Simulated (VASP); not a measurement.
Input:

```
K
1.0
   -2.57988     2.57988     2.57988
    2.57988    -2.57988     2.57988
    2.57988     2.57988    -2.57988
K
1
Cartesian
  0.00000   0.00000   0.00000
```

Calculation: PBE GGA with D3 dispersion (Becke-Johnson damping), VASP's PBE PAW potentials (set 64) (plane waves; VASP). Numerical set-up: 520 eV cut-off, Gaussian smearing of 0.050 eV, potentials K_sv.

Problem. Give the energies of bands 5 to 7 at the high-symmetry points, in eV from the Fermi level.

Solution. 
```tsv
band	Γ	H	N	P
5	-2.29	1.60	0.41	1.46
6	4.32	1.60	0.69	1.46
7	4.32	3.63	3.15	1.46
```

It has no gap at this level: it comes out as a metal or semimetal.

The compound is K in the bcc structure. It was relaxed first, which changed the volume by -7 %.
